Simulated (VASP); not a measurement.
An input for Quantum ESPRESSO's pw.x (written as the equivalent of a VASP run, and not itself run):

```
&CONTROL
  calculation = 'scf'
  pseudo_dir = './pseudo'
  outdir = './out'
  tprnfor = .true.
  tstress = .true.
/
&SYSTEM
  ibrav = 0
  nat = 1
  ntyp = 1
  ecutwfc = 62.5
  occupations = 'smearing'
  smearing = 'methfessel-paxton'
  degauss = 0.00735
  input_dft = 'vdw-df-ob86'
/
&ELECTRONS
  conv_thr = 7.3e-09
  electron_maxstep = 100
/
ATOMIC_SPECIES
  Pb 207.200 Pb.upf
CELL_PARAMETERS angstrom
     0.0000000    2.5325112    2.5325112
     2.5325112    0.0000000    2.5325112
     2.5325112    2.5325112    0.0000000
ATOMIC_POSITIONS crystal
  Pb   0.0000000  0.0000000  0.0000000
K_POINTS automatic
  13 13 13 0 0 0
```

Problem. Write the VASP files for the same calculation (optB86b-vdW).

Solution. Several could match; the one computed here: 
File POSCAR:
```
Pb
3.5815120
  0.0000000000   0.7071067115   0.7071067115
  0.7071067115   0.0000000000   0.7071067115
  0.7071067115   0.7071067115   0.0000000000
Pb
1
direct
  0.0000000000   0.0000000000   0.0000000000
```

**INCAR**
```
# general
SYSTEM  =Pb
PREC    =Accurate
ENCUT   =520   # plane-wave cut-off (eV)
LREAL   =.FALSE.   # projection in real space or not
LASPH   =.TRUE.

# electronic loop
EDIFF   =1E-7   # SCF stop (eV)
NELM    =100   # most electronic steps
ALGO    =Normal   # blocked Davidson
LMAXMIX =4

# smearing
ISMEAR  =1
SIGMA   =0.1

# functional
GGA     =MK
LUSE_VDW=.TRUE.
AGGAC   =0.0
PARAM1  =0.1234
PARAM2  =1.0

# ions
ISIF    =2   # forces and stress, cell fixed

# output
LWAVE   =.FALSE.
LCHARG  =.FALSE.
```

File KPOINTS:
```
Automatic
0
Gamma
  13 13 13
```

POTCAR, in this order: Pb_d (PBE.64 set). Program: vasp_std.

Limits of the translation: the potentials are each code's own (VASP's PAW set, PseudoDojo norm-conserving files in pw.x), so ENCUT and ecutwfc are chosen apart and not converted; conv_thr bounds pw.x's estimated SCF error, while EDIFF bounds the energy change between steps.

The compound is Pb in the fcc structure. This cell is one point of a volume scan, at 1.06 of the reference volume.
